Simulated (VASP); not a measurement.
These are revPBE GGA, VASP's PBE PAW potentials (set 64) (plane waves; VASP) values and carry that method's errors.

VASP ran on this input.

**INCAR**
```
# general
SYSTEM =CsPbBr3
PREC   =Accurate
ENCUT  =520
LREAL  =.FALSE.   # projection in real space or not
LASPH  =.TRUE.   # aspherical one-centre terms

# electronic loop
EDIFF  =1E-7
NELM   =100   # most electronic steps
ALGO   =Normal
LMAXMIX=4   # l cut-off of mixed one-centre charges

# smearing
ISMEAR =0
SIGMA  =0.05   # width (eV)

# functional
GGA    =RE

# ions
ISIF   =2

# output
LWAVE  =.FALSE.
LCHARG =.FALSE.
```

**KPOINTS**
```
K-points
0
Gamma
  4 4 4
0 0 0
```

**POSCAR**
```
CsPbBr3
1
    5.9968580675     0.0000000000     0.0000000000
    0.0000000000     5.9968580675     0.0000000000
    0.0000000000     0.0000000000     5.9968580675
Cs Pb Br
1 1 3
Direct
  0.0000000000   0.0000000000   0.0000000000
  0.5000000000   0.5000000000   0.5000000000
  0.5000000000   0.0000000000   0.5000000000
  0.0000000000   0.5000000000   0.5000000000
  0.5000000000   0.5000000000   0.0000000000
```

POTCAR, in this order: Cs_sv Pb_d Br (PBE.64 set). Program: vasp_std.

Output of the run:

### OSZICAR
```
       N       E                     dE             d eps       ncg     rms          rms(c)
DAV:   1     0.404972767924E+03    0.40497E+03   -0.18618E+04   520   0.149E+03
DAV:   2     0.320254165073E+02   -0.37295E+03   -0.36617E+03   652   0.329E+02
DAV:   3    -0.138302673098E+02   -0.45856E+02   -0.45675E+02   628   0.127E+02
DAV:   4    -0.154855995087E+02   -0.16553E+01   -0.16501E+01   656   0.321E+01
DAV:   5    -0.155388207335E+02   -0.53221E-01   -0.53187E-01   662   0.469E+00    0.396E+00
DAV:   6    -0.149101758525E+02    0.62864E+00   -0.11340E+00   740   0.103E+01    0.236E+00
DAV:   7    -0.148678329512E+02    0.42343E-01   -0.64248E-01   756   0.445E+00    0.111E+00
DAV:   8    -0.148910535459E+02   -0.23221E-01   -0.87509E-02   604   0.258E+00    0.217E-01
DAV:   9    -0.148911363262E+02   -0.82780E-04   -0.13274E-02   738   0.933E-01    0.124E-01
DAV:  10    -0.148922097547E+02   -0.10734E-02   -0.20987E-03   576   0.268E-01    0.566E-02
DAV:  11    -0.148924016377E+02   -0.19188E-03   -0.49285E-04   616   0.188E-01    0.976E-03
DAV:  12    -0.148924102040E+02   -0.85663E-05   -0.86786E-05   790   0.775E-02    0.108E-02
DAV:  13    -0.148924109901E+02   -0.78606E-06   -0.15349E-05   664   0.275E-02    0.353E-03
DAV:  14    -0.148924116164E+02   -0.62633E-06   -0.13868E-06   614   0.958E-03    0.157E-03
DAV:  15    -0.148924116443E+02   -0.27892E-07   -0.11714E-07   468   0.218E-03
   1 F= -.14892412E+02 E0= -.14892412E+02  d E =-.566284E-12
```

### OUTCAR
```
------------------------ aborting loop because EDIFF is reached ----------------------------------------
  FORCE on cell =-STRESS in cart. coord.  units (eV):
  Direction    XX          YY          ZZ          XY          YZ          ZX
  --------------------------------------------------------------------------------------
  Total        1.4329392      1.4329392      1.4329392      0.0000000     -0.0000000      0.0000000
  in kB       10.6455239     10.6455239     10.6455239      0.0000000     -0.0000000      0.0000000
  external PRESSURE =      10.6455239 kB  Pullay stress =       0.0000000 kB
  volume of cell :      215.66
      direct lattice vectors                 reciprocal lattice vectors
     5.996858067  0.000000000  0.000000000     0.166753988  0.000000000  0.000000000
     0.000000000  5.996858067  0.000000000     0.000000000  0.166753988  0.000000000
     0.000000000  0.000000000  5.996858067     0.000000000  0.000000000  0.166753988
 POSITION                                       TOTAL-FORCE (eV/Angst)
 -----------------------------------------------------------------------------------
      0.00000      0.00000      0.00000         0.000000      0.000000      0.000000
      2.99843      2.99843      2.99843         0.000000      0.000000      0.000000
      2.99843      0.00000      2.99843         0.000000      0.000000      0.000000
      0.00000      2.99843      2.99843         0.000000      0.000000      0.000000
      2.99843      2.99843      0.00000         0.000000      0.000000      0.000000
 -----------------------------------------------------------------------------------
    total drift:                                0.000000     -0.000000     -0.000000
  FREE ENERGIE OF THE ION-ELECTRON SYSTEM (eV)
  ---------------------------------------------------
  free  energy   TOTEN  =       -14.8924116443 eV

  energy  without entropy=      -14.8924116443  energy(sigma->0) =      -14.89241164
```
(Selected blocks of OUTCAR.)

The compound is CsPbBr3 in the cubic perovskite structure, the ideal cubic form; the compound distorts at low or room temperature. This cell is one point of a volume scan, at 0.94 of the reference volume.
